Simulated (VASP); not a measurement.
```
CELL_PARAMETERS angstrom
      0.00000     3.53500     3.53500
      3.53500     0.00000     3.53500
      3.53500     3.53500     0.00000
ATOMIC_POSITIONS crystal
  K  0.00000 0.00000 0.00000
  I  0.50000 0.50000 0.50000
```

All values below come from vdW-DF-cx, VASP's PBE PAW potentials (set 64) (plane waves; VASP). Run with 520 eV cut-off, Gaussian smearing of 0.050 eV, potentials K_sv I.

Unless said otherwise, spin-orbit coupling is left out, though it shifts the bands of the heavy elements here.

Estimate the band gap (along the path) with the smallest direct gap where there is one.

| Quantity | Result |
|---|---|
| band gap (along the path) | 4.02 eV |
| smallest direct gap (along the path) | 4.02 eV |

The absolute energy has meaning only against runs of the same code, potentials and settings.

The compound is KI in the rock salt structure. The cell was not relaxed at this level.
